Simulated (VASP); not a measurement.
Input:

```
Li2O
1.0
    0.00000     2.21760     2.21760
    2.21760     0.00000     2.21760
    2.21760     2.21760     0.00000
Li O
2 1
Cartesian
  1.10880   1.10880   1.10880
  3.32640   3.32640   3.32640
  0.00000   0.00000   0.00000
```

These are PBE GGA, VASP's PBE PAW potentials (set 64) (plane waves; VASP 6.6.1) values and carry that method's errors. Settings: 600 eV cut-off, 8×8×8 Γ-centred mesh, Gaussian smearing of 0.050 eV, potentials Li_sv O.

### Question
Estimate the energy per atom (σ→0), pressure.

### Answer

```json
{
 "energy per atom (σ→0)": "-4745 meV/atom",
 "pressure": "12.79 GPa"
}
```

The absolute energy has meaning only against runs of the same code, potentials and settings.

The compound is Li2O in the antifluorite structure. This cell was strained or had an atom moved on purpose.
